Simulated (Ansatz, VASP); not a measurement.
LuMnIn: VASP beside Ansatz

Contents of INCAR:

```
ALGO     = Normal         # electronic algorithm
EDIFF    = 1E-7           # SCF threshold, eV
ENCUT    = 520            # plane-wave cutoff, eV
GGA      = PE             # functional
ISIF     = 2              # what is computed and relaxed
ISMEAR   = -1             # smearing method
ISPIN    = 2              # spin polarisation
LASPH    = True           # aspherical terms in the spheres
LCHARG   = False          # write CHGCAR
LMAXMIX  = 4              # l up to which the mixer works
LORBIT   = 11             # projections on sites
LREAL    = False          # projectors in reciprocal space
LWAVE    = False          # write WAVECAR
MAGMOM   = 0 0 4          # initial moments
NBANDS   = 36             # bands
NELM     = 150            # most SCF steps
PREC     = Accurate       # precision mode
SIGMA    = 0.05           # smearing width, eV
```

The input KPOINTS:

```
k-points
0
Gamma
  7 7 8
```

Contents of POSCAR:

```
LuMnIn
1.0
    4.8294570571      0.0000000000      0.0000000000
   -2.4147285286      4.1824324979      0.0000000000
    0.0000000000      0.0000000000      3.4674391293
Lu In Mn
1 1 1
Direct
    0.0000000000      0.0000000000      0.0000000000
    0.6666666667      0.3333333333      0.5000000000
    0.3333333333      0.6666666667      0.5000000000
```

Contents of input.yaml:

```yaml
crystal:
  lattice:
    - [4.8294570571, 0.0, 0.0]
    - [-2.4147285286, 4.1824324979, 0.0]
    - [0.0, 0.0, 3.4674391293]
  atoms:
    - { symbol: Lu, position: [0.0, 0.0, 0.0] }
    - { symbol: In, position: [0.6666666667, 0.3333333333, 0.5] }
    - { symbol: Mn, position: [0.3333333333, 0.6666666667, 0.5], spin: 4.0 }
hamiltonian:
  xc: pbe
  pseudopotentials: { kind: paw }
magnetization:
  spin_polarized: true
kpoints:
  mp_grid: { grid: [7, 7, 8] }
scf:
  occupations: { method: fermi_dirac, width: 0.05 }
output:
  forces: true
  stress: true
  eigenvalues: true
```

Change from the starting cell: volume scaled by 1.06.

Alike in both runs: task single point; functional PBE; k mesh 7 × 7 × 8; occupations fermi-dirac, width 0.05 eV; collinear spin, ferromagnetic start.

```csv
,VASP,Ansatz
version,VASP 6.6.1,Ansatz 0.2.0
potentials or method,"VASP PAW PBE potentials, release 64 (Lu, In_d, Mn_pv)",Ansatz PAW
plane-wave cutoff (eV),520,420
valence electrons in the cell,51,53
```

```csv
,VASP,Ansatz,Ansatz less VASP
gap on the k mesh at the Fermi level (eV),none,none,-
pressure (GPa),-3.5,-3.6,-0.14
largest component of the traceless stress (GPa),0.61,0.61,-0.006
net moment per atom (μB),1.19,1.19,+0.001
size of the moment on the site where the two differ most (μB),3.71,3.75,+0.039
```

Site moments also hang on the region over which each program counts them. A gap of «none» marks a metal or a gap that the smearing closes. The functional is the same, so the differences come from potentials, cutoffs and numerics. The two sets of potentials don't hold the same shells in valence.

Caveats: spin-orbit coupling is left out, which moves the levels of the heavy elements.
